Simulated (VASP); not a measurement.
A convergence study with VASP on MgH₂ (rutile): one setting is varied, all else stays as given below, so the limit is that of these other settings.

```xyz
6
Lattice="4.5200 0.0000 0.0000 0.0000 4.5200 0.0000 0.0000 0.0000 3.0200" Properties=species:S:1:pos:R:3 pbc="T T T"
Mg     0.0000     0.0000     0.0000
Mg     2.2600     2.2600     1.5100
H      1.3741     1.3741     0.0000
H      3.6341     0.8859     1.5100
H      0.8859     3.6341     1.5100
H      3.1459     3.1459     0.0000
```

Method: PBE GGA, VASP's PBE PAW potentials (set 64) (plane waves; VASP). The tightest run used: 550 eV cut-off, 9×9×12 Monkhorst-Pack mesh, Gaussian smearing of 0.050 eV, potentials Mg H.

```tsv
setting	E (eV/atom)	pressure (GPa)	largest force (eV/Å)	irreducible k-points
1×1×1 mesh	-3.2804	-1.15	1.282	1
2×2×2 mesh	-2.9779	-1.05	0.033	1
2×2×3 mesh	-2.9549	-0.78	0.022	2
```

Problem. These are the cheaper rows. Estimate the results at 9×9×12 mesh, and how far the last row shown lies from them.

Solution. 
| quantity | tightest run | last row shown is off by |
|---|---|---|
| E (eV/atom) | -2.9422 | -0.0126 |
| pressure (GPa) | -0.46 | -0.32 |
| largest force (eV/Å) | 0.018 | 0.004 |

Left out are rungs that failed or repeat a setting and relaxations that didn't move; long series are thinned to 24 rows.

The compound is MgH2 in the rutile structure. The cell was not relaxed at this level, forces remain on its atoms.
